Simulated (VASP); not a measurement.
An input for Ansatz (written as the equivalent of a VASP run, and not itself run):

Ansatz 0.2 input:
```yaml
crystal:
  lattice:
    - [2.8740632, 0.0000000, 0.0000000]
    - [0.0000000, 2.8740632, 0.0000000]
    - [0.0000000, 0.0000000, 2.8740632]
  atoms:
    - { symbol: Ga, position: [0.0000000, 0.0000000, 0.0000000] }
    - { symbol: Ni, position: [0.5000000, 0.5000000, 0.5000000] }
kpoints:
  mp_grid: { grid: [12, 12, 12] }
hamiltonian:
  xc: r2scan
  pseudopotentials: { kind: paw }
scf:
  occupations: { method: methfessel_paxton, width: 0.1 }
  max_iter: 100
output: { forces: true, stress: true, eigenvalues: true }
```

Translate this input to VASP (INCAR, KPOINTS, POSCAR, choice of POTCAR).

One answer among several that fit: 
File KPOINTS:
```
K-points
0
Gamma
12 12 12
```

**INCAR**
```
! general
SYSTEM =GaNi
PREC   =Accurate
ENCUT  =480
LREAL  =.False.
LASPH  =.True.

! electronic loop
EDIFF  =1E-7
NELM   =100
ALGO   =Normal
LMAXMIX=4
LMIXTAU=.True.

! smearing
ISMEAR =1
SIGMA  =0.1

! functional
METAGGA=R2SCAN

! ions
ISIF   =2

! output
LWAVE  =.False.
LCHARG =.False.
```

### POSCAR
```
GaNi
2.8740630
  1.0000000691   0.0000000000   0.0000000000
  0.0000000000   1.0000000691   0.0000000000
  0.0000000000   0.0000000000   1.0000000691
Ga Ni
1 1
Cartesian
  0.0000000000   0.0000000000   0.0000000000
  0.5000000345   0.5000000345   0.5000000345
```

POTCAR, in this order: Ga_d Ni (PBE.64 set). Program: vasp_std.

What does not carry over: each code has its own PAW files, so the cut-off isn't converted (ENCUT is set for VASP's; basis.ecutwfc is left out, and Ansatz then takes the one that its files recommend); Ansatz stops its SCF on the density residual and VASP on the energy change (EDIFF).

The structure comes from a computed database's GaNi entry (Pm-3m); how it stands against other phases isn't given here. It was relaxed first.
